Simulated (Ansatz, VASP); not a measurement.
# Al9Sn (Al(110)-(2x1)-Sn surface alloy): VASP beside Ansatz, part 2 of 2

One calculation is typed for both programs; each brings its own data sets and cutoff. How far apart do they land? The structure shown is the end of the VASP relaxation below.

VASP 6.6.1 and Ansatz 0.2.0.

So far: The structure; VASP: relaxation, LDA.

**3. Ansatz: single point, LDA**

Level of this step: Ansatz beside VASP: Kohn-Sham DFT, plane waves, LDA (Ansatz).

Ansatz runs on its default PAW (the set named soft_2) files.

The same cell, functional (in two slightly different forms), mesh and smearing now go to Ansatz, which takes its cutoff from its data sets.

Contents of input.yaml:

```yaml
crystal:
  lattice:
    - [4.05, 0.0, 0.0]
    - [0.0, 5.72756493, 0.0]
    - [0.0, 0.0, 23.31556493]
  atoms:
    - { symbol: Al, position: [0.0, 0.0, 0.37030032] }
    - { symbol: Al, position: [0.0, 0.5, 0.37488711] }
    - { symbol: Al, position: [0.5, 0.24744564, 0.42821615] }
    - { symbol: Al, position: [0.5, 0.75255436, 0.42821615] }
    - { symbol: Al, position: [0.0, 0.0, 0.48642856] }
    - { symbol: Al, position: [0.0, 0.5, 0.49237036] }
    - { symbol: Al, position: [0.5, 0.24630059, 0.54782733] }
    - { symbol: Al, position: [0.5, 0.75369941, 0.54782733] }
    - { symbol: Al, position: [0.0, 0.0, 0.60274766] }
    - { symbol: Sn, position: [0.0, 0.5, 0.62030222] }
hamiltonian:
  xc: lda
  pseudopotentials: { kind: paw }
kpoints:
  mp_grid: { grid: [7, 5, 1] }
scf:
  occupations: { method: fermi_dirac, width: 0.1 }
  n_extra_bands: 6
efield:
  axis: 3
  dipole_correction: true
  ramp_width: 0.04
output:
  forces: true
  eigenvalues: true
```

Started as:

```console
ansatz run input.yaml --threads 4 --pin off --max-ram 9216MiB --backend cpu --events-out ev --progress --plain --runs-dir out
```

Numbers of over 12 decimals in the logs are rounded to 6 here.

Log:

```text
scf.n_extra_bands = 6 over 21 filled bands (N_el = 41.0): the run solves 27 bands
Engine: ansatz 0.2.0, aarch64-unknown-linux-gnu
Pseudopotentials: kind: paw
Pseudopotential: Al, paw, valence charge 3, recommended cutoff 420 eV (normal), Al.paw.azcp
Pseudopotential: Sn, paw, valence charge 14, recommended cutoff 420 eV (normal), Sn.paw.azcp
Functional definition: SPW92
  exchange = slater_x
  correlation = pw_c
Crystal: 10 atoms, lattice volume = 540.843 Å³
Basis set: ecut = 420 eV, 10583 PW (Γ)
Bands: 27, of which v1, the nominal top of the filled ones, is band 21 counted from 1 (20 counted from 0)
Symmetry: 4 space group operations
Space group: Pmm2 (ITA 25), of the structure as read, at distance tolerance 8.1e-5 Å
k-points: 12 of 35
Non-local potential: Al, projectors of the file, l = 0: 2, l = 1: 2, l = 2: 1
Non-local potential: Sn, projectors of the file, l = 0: 2, l = 1: 2, l = 2: 2, l = 3: 2
PAW form: soft (Blöchl's): semilocal exchange-correlation on the pseudo side does not see the compensation charge
PAW frozen core: Al, regenerated for the run's functional, and the local potential with it (the file was generated under x = pbe(κ = 0.804, μ = 0.219515), c = pbe(β = 0.066725))
PAW frozen core: Sn, regenerated for the run's functional, and the local potential with it (the file was generated under x = pbe(κ = 0.804, μ = 0.219515), c = pbe(β = 0.066725))
PAW one-centre angular grid: Al, 110 points (default); XC on 64 Gauss nodes
PAW one-centre angular grid: Sn, 590 points (default); XC on 64 Gauss nodes
Initial density: superposition of atomic densities (neutral atoms: chi_scale 0, normalization atom), corrected by the library's trained network
Initial wavefunctions: pseudopotential atomic-orbital guess
Functional: x = slater, c = lda
SCF iter   1: F=—  HF=-10492.441839 eV  |F-HF|=—  |Δ(HF+E_count)|=         —  Δρ=2.58e-3  dr2=5.75e-2  ethr=1.77e-3  p=-0.004 e·Å  D=-1.24e-3 V/Å  ΔV_dip=0.03 eV  dr2_dipole=2.35e-3  V_vac-E_F(+/−)=4.17/4.14 eV  ⟨swp⟩=8.3  Hψ=1978  notcnv=0
efield: sawtooth ramp at fractional position 0.9753 (placed from the atoms, in the widest stretch of the axis that holds none; the zero of the levels goes with the place), width 0.0400; the density the first Hamiltonian is built on has a dipole p = -0.004 e·Å; the dipole correction subtracts the counter field D = -1.24e-3 V/Å, which shifts the + side's vacuum level by +0.03 eV against the − side's; the planar-averaged density in the ramp window peaks in size at 4.9e-6 e/Å³
preconditioner: auto → LDOS  [metal: Δε(μ)=0.032 eV  Ē_g=5.539 eV  σ=0.100 eV  W_gap=0.08  n_scr=48 (ndim 8)  ℏωp=8.9 eV  f_vac=0.565  D(μ)=4.94/eV (n_scr^D=18)  β→1.0]
SCF iter   2: F=—  HF=-10492.429939 eV  |F-HF|=—  |Δ(HF+E_count)|=   1.19e-2  Δρ=7.40e-4  dr2=5.57e-3  ethr=1.40e-4  p=-0.002 e·Å  D=-6.06e-4 V/Å  ΔV_dip=0.01 eV  dr2_dipole=3.71e-4  V_vac-E_F(+/−)=4.20/4.19 eV  ⟨swp⟩=2.4  Hψ=674  notcnv=0
SCF iter   3: F=—  HF=-10492.429229 eV  |F-HF|=—  |Δ(HF+E_count)|=   7.10e-4  Δρ=4.03e-4  dr2=7.96e-4  ethr=1.36e-5  p=-0.001 e·Å  D=-4.42e-4 V/Å  ΔV_dip=0.01 eV  dr2_dipole=1.17e-5  V_vac-E_F(+/−)=4.20/4.19 eV  ⟨swp⟩=2.0  Hψ=577  notcnv=0
SCF iter   4: F=—  HF=-10492.428908 eV  |F-HF|=—  |Δ(HF+E_count)|=   3.21e-4  Δρ=8.97e-5  dr2=6.48e-5  ethr=1.94e-6  p=-0.002 e·Å  D=-5.81e-4 V/Å  ΔV_dip=0.01 eV  dr2_dipole=3.97e-6  V_vac-E_F(+/−)=4.20/4.19 eV  ⟨swp⟩=2.0  Hψ=579  notcnv=0
SCF iter   5: F=—  HF=-10492.428908 eV  |F-HF|=—  |Δ(HF+E_count)|=   2.42e-7  Δρ=3.08e-5  dr2=5.24e-6  ethr=1.58e-7  p=-0.002 e·Å  D=-5.94e-4 V/Å  ΔV_dip=0.01 eV  dr2_dipole=2.47e-7  V_vac-E_F(+/−)=4.20/4.19 eV  ⟨swp⟩=2.2  Hψ=592  notcnv=0
SCF iter   6: F=—  HF=-10492.428907 eV  |F-HF|=—  |Δ(HF+E_count)|=   1.34e-6  Δρ=5.27e-6  dr2=2.23e-7  ethr=1.28e-8  p=-0.002 e·Å  D=-5.86e-4 V/Å  ΔV_dip=0.01 eV  dr2_dipole=1.44e-8  V_vac-E_F(+/−)=4.20/4.19 eV  ⟨swp⟩=2.1  Hψ=570  notcnv=0
SCF iter   7: F=-10492.428907 eV  HF=-10492.428907 eV  |F-HF|=2.63e-9  |Δ(HF+E_count)|=   1.42e-8  Δρ=8.70e-7  dr2=7.68e-9  ethr=2.44e-10  p=-0.002 e·Å  D=-5.82e-4 V/Å  ΔV_dip=0.01 eV  dr2_dipole=4.89e-12  V_vac-E_F(+/−)=4.20/4.19 eV  ⟨swp⟩=9.8  Hψ=1685  notcnv=0
SCF 1 converged in 7 iterations: F = -10492.428907 eV  dr2 = 7.68e-9
  greatest PAW one-centre occupation: 0.992 electrons in one spin orbital (limit 2), on the Sn atom at site 9 (counted from 0), in its partial waves of l = 2
SCF converged after 7 iterations
Free energy (F): -10492.428907 eV
Harris-Foulkes:  -10492.428907 eV  (|F-HF|=2.63e-9)
Internal energy: -10492.266940 eV  (E = F + TS)
E sigma→0 (E₀):  -10492.347923 eV
Entropy (-TS):   -0.161967 eV (-16.197 meV/atom)
Fermi energy:    -0.114199 eV
Dipole field:    D = -0.000580 V/Å  (p = -0.001733 e·Å, saw-weighted, corrected)
Work function:   Φ+ = 4.2032 eV   Φ− = 4.1897 eV
Levels:          The Fermi level and band energies are counted from a zero that moves with the ramp; work functions are not
--- Per-component energies (eV) ---
  E_band       = -350.854536
  E_kinetic    = 386.807965
  E_local      = -12850.119783  (includes V_loc(G=0)·N_el)
  E_nonlocal   = 72.456060
  E_hartree    = 6392.592932
  E_xc         = -728.171280
  E_vxc        = -355.754469  (∫ρ·V_xc dr)
  E_paw        = -7983.112482  (= ΣΔE_a)
  E_vpaw       = -389.444574  (= ΣTr[D̂ρ^β])
  E_aug_tail   = -0.000035  (compensation charges beyond the density's cutoff)
  E_efield     = 0.000001  (sawtooth field / dipole correction)
  E_vefield    = 0.016401  (∫n·V_field dr)
  E_ewald      = 4216.353336
  E_core_change = 0.926347  (= ΣΔE_core)
  E_smearing   = -0.161967  (= −TS)
  E_closure    = -0.000000  (closes the sum)
  Σ components = -10492.428907   (vs F -10492.428907, Δ=0.00e0)
--- Forces (eV/Å), atoms counted from 1 ---
  atom   1  Al     0.00000000     0.00000000     0.02254767
  atom   2  Al     0.00000000     0.00000000     0.00541329
  atom   3  Al     0.00000000     0.00869526    -0.00225785
  atom   4  Al     0.00000000    -0.00869526    -0.00225785
  atom   5  Al     0.00000000     0.00000000     0.01784677
  atom   6  Al     0.00000000     0.00000000     0.00059163
  atom   7  Al     0.00000000    -0.00417169     0.01253670
  atom   8  Al     0.00000000     0.00417169     0.01253670
  atom   9  Al     0.00000000     0.00000000    -0.01412400
  atom  10  Sn     0.00000000     0.00000000    -0.05279478
  max |Σ_I F_I| component: 3.83e-5 eV/Å
--- Band table (eV; the first three rows and the last of 12) ---
  k-point 0: bands = [... 17 lower, -1.1740, -1.1327, 0.2148, 0.5238, 1.0719, 1.2298, 1.4057, 1.4503, ... 2 higher]
  k-point 1: bands = [... 17 lower, -1.0059, -0.6386, -0.3236, -0.1188, 0.6547, 1.3453, 1.3926, 1.5816, ... 2 higher]
  k-point 2: bands = [... 17 lower, -0.6853, -0.5020, -0.3733, 0.2020, 0.3307, 0.3307, 0.6877, 1.0749, ... 2 higher]
  k-point 11: bands = [... 17 lower, -1.9221, -1.0798, -0.7881, 0.4193, 0.5946, 0.7103, 1.0058, 1.4416, ... 2 higher]
```

Wall time 4.7 s (4 threads of Arm Neoverse V1, shared host); peak memory 0.74 GiB; 18 s of CPU time.

In the SCF lines HF is the Harris–Foulkes energy and dr2 the Hartree energy of the density residual, in eV; the loop may stop once dr2 is under the threshold and the program's other checks hold. Hψ counts applications of the Hamiltonian.

**4. Comparison**

Known differences besides the potentials themselves: the two LDA forms differ slightly; the data sets hold 41 valence electrons in Ansatz (default PAW (the set named soft_2) files) and 31 in VASP; the cutoff is 420 eV in Ansatz and 300 eV in VASP (PREC = Normal); VASP's log shows a relativistic correction to its local exchange, Ansatz's none. Total energies have different zeros and are not compared.

At this near-relaxed geometry the largest component of a force difference is 51 meV/Å. VASP's last cycles still show a density residual of 3e-03, so its state may not be settled.

**5. Outcome**

```yaml
r_m_s_force_difference_single_point_lda: 11 meV/Å
```

What this shows: The r.m.s. force difference is 11 meV/Å (single point, LDA), within the 12 meV/Å picked in this series as the mark of a large difference. How closely two codes agree says nothing of how well the functional describes the real material.

[Lines on the potential files, build, host, timing and source positions are cut from VASP's logs without a mark.]

[Logs are printed without paths, hosts, clocks, repeated set-up lines and the standing remarks that a program may print on its own settings, such as how far it seeks lower states.]

[Hosts, paths, dates, database ids (printed as entryN), source tags and the programs' standing remarks are cut or masked in the printed files.]
